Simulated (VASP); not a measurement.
```
CELL_PARAMETERS angstrom
      7.13058    -2.14022     0.00000
      7.13058     2.14022     0.00000
     -0.63649     0.00000     7.08859
ATOMIC_POSITIONS crystal
  K  0.63174 0.63174 0.62790
  K  0.36826 0.36826 0.37210
  Sb 0.31379 0.31379 0.87106
  Sb 0.68621 0.68621 0.12894
  Sb 0.05430 0.05430 0.18136
  Sb 0.94570 0.94570 0.81864
```

Level of theory: LDA (Ceperley-Alder, Perdew-Zunger), VASP's LDA PAW potentials (set 64) (plane waves; VASP). Numerical set-up: 300 eV cut-off, 3×3×2 Γ-centred mesh, Fermi-Dirac smearing of 0.010 eV, potentials K_sv Sb.

At this cut-off the stress carries a Pulay error, which pulls relaxed volumes low.

Task: Which forces act on the atoms, in eV/Å?

Result: 
| atom | Fx | Fy | Fz |
|---|---|---|---|
| K1 | 0.055 | 0.000 | 0.040 |
| K2 | -0.055 | 0.000 | -0.040 |
| Sb3 | -0.042 | 0.000 | 0.046 |
| Sb4 | 0.042 | 0.000 | -0.046 |
| Sb5 | 0.191 | 0.000 | -0.152 |
| Sb6 | -0.191 | 0.000 | 0.152 |

Task: Give the stress tensor in GPa (positive for a compressed cell).

Result: 
```
-2.30   0.00   0.38
 0.00  -1.31   0.00
 0.38   0.00  -1.80
```
The pressure is its mean diagonal, -1.80 GPa.

The structure comes from a computed database's KSb2 entry; how it stands against other phases isn't given here. The cell was not relaxed at this level. The k-mesh is coarse (spacing up to 0.51 per Å, 2π included), so the numbers may not be converged in it.
